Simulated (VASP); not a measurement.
Here is the system:

```
CELL_PARAMETERS angstrom
      4.27341     0.00000     0.00000
      0.00000     4.27341     0.00000
      0.00000     0.00000    12.14769
ATOMIC_POSITIONS crystal
  Pb 0.00000 0.00000 0.25484
  Pb 0.00000 0.00000 0.74516
  Pb 0.50000 0.50000 0.00000
  Pb 0.50000 0.50000 0.50000
  Se 0.50000 0.50000 0.25119
  Se 0.50000 0.50000 0.74881
  Se 0.00000 0.00000 0.00000
  S  0.00000 0.00000 0.50000
```

Calculation: PBEsol GGA, VASP's PBE PAW potentials (set 64) (plane waves; VASP). Numerical set-up: 400 eV cut-off, Gaussian smearing of 0.050 eV, potentials Pb_d Se S.

Unless said otherwise, spin-orbit coupling is left out, though it shifts the bands of the heavy elements here.

Problem. Predict the band gap (along the path) with the smallest direct gap where there is one.

Solution. 
```json
{
 "band gap (along the path)": "0.12 eV",
 "smallest direct gap (along the path)": "0.12 eV"
}
```

Total energies compare only between runs with the same potentials, cut-off and functional.

The structure comes from a computed database's Pb4Se3S entry (P4/mmm); how it stands against other phases isn't given here. It was relaxed first.
